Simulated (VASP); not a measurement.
# TiPd (P4/mmm) in VASP: further runs

The runs below take TiPd through single point, with LDA.

Program: VASP 6.6.1. These are calculated values, not measurements. Logs are shortened: lines on timing, memory, paths and dates and some standing lists are left out, and cuts for length are marked.

### 1 The cell of the first run

Symmetry: P4/mmm, No. 123, tetragonal system. Conventional cell: a = 2.646 Å, b = 2.646 Å, c = 3.866 Å, α = 90.00°, β = 90.00°, γ = 90.00°. Ti (site symmetry 4/mmm) has 4 Ti at 2.65 Å and 8 Pd at 2.69 Å as nearest neighbours. Pd (site symmetry 4/mmm) has 4 Pd at 2.65 Å and 8 Ti at 2.69 Å as nearest neighbours.

The cell comes from a database or a generator and needn't be the stable form of this composition.

### 2 Single point, LDA (strain -0.0600 x Voigt [1, 1, 0, 0, 0, 0], atoms carried along)

INCAR

```
SYSTEM = TiPd
  PREC = Accurate
  ENCUT = 520
  EDIFF = 1E-6
  ISMEAR = 0
  SIGMA = 0.15
  LREAL = .FALSE.
  LASPH = .TRUE.
  NELM = 100
  ALGO = Fast
  ISIF = 2
  LWAVE = .FALSE.
  LCHARG = .FALSE.
  GGA = CA
  NBANDS = 18
```

KPOINTS

```
regular mesh
0
G
  16 16 12
  0 0 0
```

POSCAR

```
TiPd
1.0
    2.6458264976      0.0000000000      0.0000000000
    0.0000000000      2.6458264976      0.0000000000
    0.0000000000      0.0000000000      3.8657642400
Ti Pd
1 1
Direct
    0.0000000000      0.0000000000      0.0000000000
    0.5000000000      0.5000000000      0.5000000000
```

Potentials or basis: VASP PAW LDA potentials, release 64 (Ti_sv, Pd).

Run with:

```sh
$ cat potpaw_LDA.64/Ti_sv/POTCAR potpaw_LDA.64/Pd/POTCAR > POTCAR
$ mpirun -np 1 vasp_std > vasp.out
```

OUTCAR:

```text
SYSTEM = TiPd
   PREC = Accurate
   ENCUT = 520
   EDIFF = 1E-6
   ISMEAR = 0
   LREAL = .FALSE.
   LASPH = .TRUE.
   NELM = 100
   ISIF = 2
   GGA = CA

 ion  position               nearest neighbor table
   1  0.000  0.000  0.000-   2 2.69   2 2.69   2 2.69   2 2.69   2 2.69   2 2.69   2 2.69   2 2.69

   2  0.500  0.500  0.500-   1 2.69   1 2.69   1 2.69   1 2.69   1 2.69   1 2.69   1 2.69   1 2.69

  LATTYP: Found a simple tetragonal cell.
 ALAT       =     2.6458264976
 C/A-ratio  =     1.4610800230

  Lattice vectors:

 A1 = (   2.6458264976,   0.0000000000,   0.0000000000)
 A2 = (   0.0000000000,   2.6458264976,   0.0000000000)
 A3 = (   0.0000000000,   0.0000000000,   3.8657642400)

Analysis of symmetry for initial positions (statically):
=====================================================================
 Subroutine PRICEL returns:
 Original cell was already a primitive cell.

 Routine SETGRP: Setting up the symmetry group for a
 simple tetragonal supercell.

 Subroutine GETGRP returns: Found 16 space group operations
 (whereof 16 operations were pure point group operations)
 out of a pool of 16 trial point group operations.

The static configuration has the point symmetry D_4h.

Analysis of symmetry for dynamics (positions and initial velocities):
=====================================================================
 Subroutine PRICEL returns:
 Original cell was already a primitive cell.

 Routine SETGRP: Setting up the symmetry group for a
 simple tetragonal supercell.

 Subroutine GETGRP returns: Found 16 space group operations
 (whereof 16 operations were pure point group operations)
 out of a pool of 16 trial point group operations.

The dynamic configuration has the point symmetry D_4h.

 Subroutine INISYM returns: Found 16 space group operations
 (whereof 16 operations are pure point group operations),
 and found     1 'primitive' translations

----------------------------------------------------------------------------------------

                                     Primitive cell

  volume of cell :      27.0619

  direct lattice vectors                    reciprocal lattice vectors
     2.645826498  0.000000000  0.000000000     0.377953732  0.000000000  0.000000000
     0.000000000  2.645826498  0.000000000     0.000000000  0.377953732  0.000000000
     0.000000000  0.000000000  3.865764240     0.000000000  0.000000000  0.258681062

  length of vectors
     2.645826498  2.645826498  3.865764240     0.377953732  0.377953732  0.258681062

  position of ions in fractional coordinates (direct lattice)
     0.000000000  0.000000000  0.000000000
     0.500000000  0.500000000  0.500000000

  ion indices of the primitive-cell ions
   primitive index   ion index
                 1           1
                 2           2

----------------------------------------------------------------------------------------

 KPOINTS: regular mesh

Automatic generation of k-mesh.
 Grid dimensions read from file:
 generate k-points for:   16   16   12

 Generating k-lattice:

  Cartesian coordinates                     Fractional coordinates (reciprocal lattice)
     0.023622108  0.000000000  0.000000000     0.062500000  0.000000000  0.000000000
     0.000000000  0.023622108  0.000000000     0.000000000  0.062500000  0.000000000
     0.000000000  0.000000000  0.021556755     0.000000000  0.000000000  0.083333333

  Length of vectors
     0.023622108  0.023622108  0.021556755

  Shift w.r.t. Gamma in fractional coordinates (k-lattice)
     0.000000000  0.000000000  0.000000000

 Subroutine IBZKPT returns following result:
 ===========================================

 Found    315 irreducible k-points:

 Following reciprocal coordinates:
            Coordinates               Weight
  0.000000  0.000000  0.000000      1.000000
  0.062500  0.000000  0.000000      4.000000
  0.125000  0.000000  0.000000      4.000000
  0.187500  0.000000  0.000000      4.000000
  0.250000  0.000000  0.000000      4.000000
  0.312500  0.000000  0.000000      4.000000
[... 16 lines left out ...]
  0.437500  0.125000  0.000000      8.000000
  0.500000  0.125000  0.000000      4.000000
 [... further k-points ...]
   k-points           NKPTS =    315   k-points in BZ     NKDIM =    315   number of bands    NBANDS=     18
   number of dos      NEDOS =    301   number of ions     NIONS =      2
   total plane-waves  NPLWV =  12000
   dimension x,y,z NGX =    20 NGY =   20 NGZ =   30
   dimension x,y,z NGXF=    40 NGYF=   40 NGZF=   60
   ions per type =               1   1
   NGX,Y,Z   is equivalent  to a cutoff of  12.57, 12.57, 12.90 a.u.
   NGXF,Y,Z  is equivalent  to a cutoff of  25.13, 25.13, 25.80 a.u.
 SYSTEM =  TiPd
   PREC   = accura    normal or accurate (medium, high low for compatibility)
   ISTART =      0    job   : 0-new  1-cont  2-samecut
   ICHARG =      2    charge: 1-file 2-atom 10-const
   ISPIN  =      1    spin polarized calculation?
   LNONCOLLINEAR =      F non collinear calculations
   LSORBIT =      F    spin-orbit coupling
   LASPH  =      T    aspherical Exc in radial PAW
   ENCUT  =  520.0 eV  38.22 Ry    6.18 a.u.   4.92  4.92  7.19*2*pi/ulx,y,z
   NELM   =    100;   NELMIN=  2; NELMDL= -5     # of ELM steps
   EDIFF  = 0.1E-05   stopping-criterion for ELM
   LREAL  =      F    real-space projection
   EDIFFG = 0.1E-04   stopping-criterion for IOM
   NSW    =      0    number of steps for IOM
   IBRION =     -1    ionic relax: 0-MD 1-quasi-New 2-CG
   NFREE  =      0    steps in history (QN), initial steepest desc. (CG)
   ISIF   =      2    stress and relaxation
   ISYM   =      2    0-nonsym 1-usesym 2-fastsym
   POTIM  = 0.5000    time-step for ionic-motion
   TEBEG  =    0.0;   TEEND  =   0.0 temperature during run
   PSTRESS=    0.0 pullay stress
   NELECT =      22.0000    total number of electrons
   NUPDOWN=      -1.0000    fix difference up-down
   EMIN   =  10.00;   EMAX   =-10.00  energy-range for DOS
   EFERMI =   0.00;   METHOD = LEGACY
   ISMEAR =     0;   SIGMA  =   0.15  broadening in eV -4-tet -1-fermi 0-gaus
   EFERMI_NEDOS =   21; number of points for ismear=-14 and -15
   IALGO  =     68    algorithm
   IMIX   =      4    mixing-type and parameters
     AMIX     =   0.40;   BMIX     =  1.00
     AMIX_MAG =   1.60;   BMIX_MAG =  1.00
  volume/ion in A,a.u.               =      13.53        91.31
  Fermi-wavevector in a.u.,A,eV,Ry     =   1.527905  2.887322 31.762716  2.334494
  Thomas-Fermi vector in A             =   2.635737
   LORBIT       =      0    0 simple, 1 ext, 2 COOP (PROOUT), +10 PAW based schemes
   GGA     = CA    functional components
   LHFCALC =     F    Hartree Fock is set to
   AEXX    =    0.0000 exact exchange contribution
   IVDW    =     0    specifies the selected vdW correction
   LEPSILON=     F    determine dielectric tensor
   LRPA    =     F    only Hartree local field effects (RPA)
 non-spin polarized calculation
 RMM-DIIS sequential band-by-band and
 Gauss-broadening in eV      SIGMA  =   0.15
  energy-cutoff  :      520.00
  volume of cell :       27.06
 maximum number of plane-waves:       748
 NGX is ok and might be reduce to    20
   NGX =  9   NGY =  9   NGZ = 15

 number of electron      21.9999996 magnetization

 Free energy of the ion-electron system (eV)
  ---------------------------------------------------
  ext. energy  EPLUGINS =         0.00000000
  ---------------------------------------------------
  free energy    TOTEN  =       -16.10759539 eV

  energy without entropy =      -16.08642045  energy(sigma->0) =      -16.09700792

 E-fermi :  11.5282     XC(G=0): -13.5582

 val. band max:       11.5254525478   @ k =   0.0000   0.0000   0.1667
 cond. band min:      11.5291317292   @ k =   0.3125   0.0000   0.3333
 fundamental gap:      0.0036791814
 Fermi energy:        11.5281877353

 k-point     1 :       0.0000    0.0000    0.0000
  band No.  band energies     occupation
      1     -44.5031      2.00000
      2     -21.2103      2.00000
      3     -20.6578      2.00000
      4     -20.6578      2.00000
      5       3.7516      2.00000
      6       5.4777      2.00000
[... 10 lines left out ...]
     17      23.4456      0.00000
     18      25.3661      0.00000

 k-point     2 :       0.0625    0.0000    0.0000
  band No.  band energies     occupation
      1     -44.4983      2.00000
      2     -21.2070      2.00000
      3     -20.6927      2.00000
      4     -20.6549      2.00000
      5       3.8604      2.00000
      6       5.5353      2.00000
[... 10 lines left out ...]
     17      23.3901      0.00000
     18      24.8551      0.00000

 k-point     3 :       0.1250    0.0000    0.0000
  band No.  band energies     occupation
      1     -44.4845      2.00000
      2     -21.1974      2.00000
      3     -20.7914      2.00000
      4     -20.6466      2.00000
      5       4.1734      2.00000
      6       5.6630      2.00000
[... 10 lines left out ...]
     17      23.3067      0.00000
     18      23.6507      0.00000

 k-point     4 :       0.1875    0.0000    0.0000
  band No.  band energies     occupation
      1     -44.4639      2.00000
      2     -21.1831      2.00000
      3     -20.9371      2.00000
      4     -20.6342      2.00000
      5       4.6470      2.00000
      6       5.8527      2.00000
[... 375 lines left out ...]
      4     -20.7167      2.00000
      5       6.4396      2.00000
      6       6.8241      2.00000
[... 10 lines left out ...]
     17      22.2929      0.00000
     18      23.4245      0.00000

 k-point    23 :       0.4375    0.1250    0.0000
  band No.  band energies     occupation
      1     -44.3623      2.00000
      2     -21.4818      2.00000
      3     -21.1088      2.00000
      4     -20.7073      2.00000
      5       6.6503      2.00000
      6       6.6883      2.00000
[... 10 lines left out ...]
     17      23.6282      0.00000
     18      23.8541      0.00000

 k-point    24 :       0.5000    0.1250    0.0000
  band No.  band energies     occupation
      1     -44.3574      2.00000
      2     -21.5134      2.00000
      3     -21.1053      2.00000
      4     -20.7040      2.00000
      5       6.5909      2.00000
      6       6.7853      2.00000
[... 10 lines left out ...]
     17      24.1632      0.00000
     18      25.0070      0.00000

 [... further k-points ...]

------------------------ aborting loop because EDIFF is reached ----------------------------------------

  FORCE on cell =-STRESS in cart. coord.  units (eV):
  Direction    XX          YY          ZZ          XY          YZ          ZX
  --------------------------------------------------------------------------------------
  -------------------------------------------------------------------------------------
  Total        3.0827891      3.0827891      1.6696846      0.0000000     -0.0000000      0.0000000
  in kB      182.5140548    182.5140548     98.8523359      0.0000000     -0.0000000      0.0000000
  external PRESSURE =     154.6268151 kB  Pullay stress =       0.0000000 kB

 VOLUME and BASIS-vectors are now :
 -----------------------------------------------------------------------------
  energy-cutoff  :      520.00
  volume of cell :       27.06
      direct lattice vectors                 reciprocal lattice vectors
     2.645826498  0.000000000  0.000000000     0.377953732  0.000000000  0.000000000
     0.000000000  2.645826498  0.000000000     0.000000000  0.377953732  0.000000000
     0.000000000  0.000000000  3.865764240     0.000000000  0.000000000  0.258681062

 POSITION                                       TOTAL-FORCE (eV/Angst)
 -----------------------------------------------------------------------------------
      0.00000      0.00000      0.00000         0.000000      0.000000      0.000000
      1.32291      1.32291      1.93288         0.000000      0.000000      0.000000
 -----------------------------------------------------------------------------------
    total drift:                               -0.000000      0.000000      0.000000

  FREE ENERGIE OF THE ION-ELECTRON SYSTEM (eV)
  ---------------------------------------------------
  free  energy   TOTEN  =       -16.1075953938 eV

  energy  without entropy=      -16.0864204463  energy(sigma->0) =      -16.09700792
```

Wall time 83 s (1 thread of Intel Xeon 6975P-C (Granite Rapids), shared host); peak memory 0.26 GiB.

What came out:

- Free energy: -16.1076 eV
- Pressure: 15.5 GPa
- Band gap on the k mesh: none (metal or under the smearing width)

Levels at points of the mesh, in eV from the Fermi level:
```tsv
k point	band 7	band 8	band 9	band 10	band 11	band 12	band 13	band 14	band 15	band 16
(0.00, 0.00, 0.00)	-5.97	-3.00	-3.00	-1.59	-0.75	0.52	2.83	3.35	3.35	3.77
(0.50, 0.00, 0.00)	-4.15	-3.02	-2.63	-2.37	-1.22	-0.59	1.75	2.18	2.75	5.81
(0.50, 0.50, 0.00)	-5.53	-5.31	-0.39	0.67	2.64	2.64	3.25	3.51	3.51	4.89
(0.00, 0.00, 0.50)	-4.41	-3.07	-2.64	-2.64	-1.53	-1.33	0.76	2.23	2.23	3.66
(0.50, 0.00, 0.50)	-3.81	-3.30	-2.81	-0.20	0.42	0.59	0.98	2.57	3.32	3.52
(0.50, 0.50, 0.50)	-4.63	-2.70	-2.61	-1.10	-1.10	-0.39	2.28	4.89	9.43	9.43
```

Caveat: so large a pressure means that the cell lies far from this level's equilibrium, or that cutoff or potentials fall short.

### 3 Single point, LDA (strain +0.0450 x Voigt [1, 1, 0, 0, 0, 0], atoms carried along)

INCAR

```
SYSTEM = TiPd
PREC = Accurate
ENCUT = 520
EDIFF = 1E-6
ISMEAR = 0
SIGMA = 0.15
LREAL = .False.
LASPH = .True.
NELM = 100
ALGO = Fast
ISIF = 2
LWAVE = .False.
LCHARG = .True.
LELF = .True.
LVHAR = .True.
NBANDS = 18
```

KPOINTS

```
Automatic mesh
0
Gamma
  16 16 12
  0 0 0
```

POSCAR

```
TiPd
1.0
    2.9413709468      0.0000000000      0.0000000000
    0.0000000000      2.9413709468      0.0000000000
    0.0000000000      0.0000000000      3.8657642400
Ti Pd
1 1
Direct
    0.0000000000      0.0000000000      0.0000000000
    0.5000000000      0.5000000000      0.5000000000
```

Potentials or basis: VASP PAW LDA potentials, release 64 (Ti_sv, Pd).

Run with:

```sh
$ cat potpaw_LDA.64/Ti_sv/POTCAR potpaw_LDA.64/Pd/POTCAR > POTCAR
$ mpirun -np 1 vasp_std > vasp.out
```

Run time: 1.9 min. Hardware: 1 thread of Intel Xeon 6975P-C (Granite Rapids), shared host; peak memory 0.29 GiB.

The run converged. Its results:

- Free energy: -15.9238 eV
- Pressure: -18.9 GPa
- Band gap on the k mesh: none (metal or under the smearing width)

Stress tensor (GPa, compression positive):
```
-19.47   0.00   0.00
  0.00 -19.47   0.00
  0.00   0.00 -17.88
```

Levels at points of the mesh, in eV from the Fermi level:
| k point | band 8 | band 9 | band 10 | band 11 | band 12 | band 13 | band 14 | band 15 |
| --- | --- | --- | --- | --- | --- | --- | --- | --- |
| (0.00, 0.00, 0.00) | -2.76 | -2.76 | -1.89 | -0.30 | 0.64 | 2.33 | 2.33 | 2.51 |
| (0.50, 0.00, 0.00) | -2.71 | -2.62 | -2.30 | -0.58 | -0.43 | 0.73 | 1.11 | 1.81 |
| (0.50, 0.50, 0.00) | -4.33 | -1.06 | 0.29 | 2.05 | 2.05 | 2.08 | 2.08 | 2.12 |
| (0.00, 0.00, 0.50) | -2.54 | -2.54 | -2.26 | -1.81 | -0.92 | 1.14 | 1.36 | 1.36 |
| (0.50, 0.00, 0.50) | -2.79 | -2.74 | -0.19 | 0.07 | 0.31 | 0.45 | 1.94 | 2.34 |
| (0.50, 0.50, 0.50) | -2.19 | -1.86 | -1.06 | -1.01 | -1.01 | 1.83 | 3.20 | 7.46 |

Caveat: so large a pressure means that the cell lies far from this level's equilibrium, or that cutoff or potentials fall short.

### 4 Single point, LDA (strain -0.0300 x Voigt [1, 1, 0, 0, 0, 0], atoms carried along)

INCAR

```
PREC = Accurate
ENCUT = 520
EDIFF = 1E-7
ISMEAR = 0
SIGMA = 0.15
LREAL = F
LASPH = T
NELM = 100
ALGO = Fast
ISIF = 2
LWAVE = F
LCHARG = F
NBANDS = 18
```

KPOINTS

```
Automatic mesh
0
Gamma
  16 16 12
```

POSCAR

```
TiPd
1.0
    2.7302677688      0.0000000000      0.0000000000
    0.0000000000      2.7302677688      0.0000000000
    0.0000000000      0.0000000000      3.8657642400
Ti Pd
1 1
Direct
    0.0000000000      0.0000000000      0.0000000000
    0.5000000000      0.5000000000      0.5000000000
```

Run with:

```sh
$ cat potpaw_LDA.64/Ti_sv/POTCAR potpaw_LDA.64/Pd/POTCAR > POTCAR
$ mpirun -np 1 vasp_std > vasp.out
```

Wall time 1.9 min (1 thread of Intel Xeon 6975P-C (Granite Rapids), shared host); peak memory 0.27 GiB.

It converged, with:

| Item | Value |
| --- | --- |
| Free energy | -16.2172 eV |
| Pressure | 1.4 GPa |
| Band gap on the k mesh | none (metal or under the smearing width) |

Stress tensor (GPa, compression positive):
```
 2.52  0.00  0.00
 0.00  2.52  0.00
 0.00  0.00 -0.92
```

Levels at points of the mesh, in eV from the Fermi level:
```tsv
k point	band 9	band 10	band 11	band 12	band 13	band 14
(0.00, 0.00, 0.00)	-2.96	-1.72	-0.60	0.60	2.99	3.02
(0.50, 0.00, 0.00)	-2.65	-2.38	-1.01	-0.54	1.55	1.67
(0.50, 0.50, 0.00)	-0.66	0.57	2.47	2.47	2.89	3.01
(0.00, 0.00, 0.50)	-2.64	-2.64	-1.66	-1.19	0.92	1.95
(0.50, 0.00, 0.50)	-2.84	-0.11	0.32	0.36	0.76	2.37
(0.50, 0.50, 0.50)	-2.42	-1.07	-1.07	-0.66	2.14	4.33
```

### 5 Summary

```csv
cell,further INCAR settings,gap on the mesh (eV),pressure (GPa)
"strain -0.0600 x Voigt [1, 1, 0, 0, 0, 0], atoms carried along",ALGO = Fast; EDIFF = 1e-06; NBANDS = 18,none,15.5
"strain +0.0450 x Voigt [1, 1, 0, 0, 0, 0], atoms carried along",ALGO = Fast; EDIFF = 1e-06; NBANDS = 18,none,-18.9
"strain -0.0300 x Voigt [1, 1, 0, 0, 0, 0], atoms carried along",ALGO = Fast; EDIFF = 1e-07; NBANDS = 18,none,1.4
```

Alike in all rows: task single point; level LDA; potentials or basis VASP PAW LDA potentials, release 64 (Ti_sv, Pd); no spin polarisation; k mesh 16 × 16 × 12; cutoff (eV) 520; smearing gaussian 0.15 eV.

Caveats: so large a pressure means that the cell lies far from this level's equilibrium, or that cutoff or potentials fall short (some runs).

Absolute energies hang on the potentials; compare differences alone.
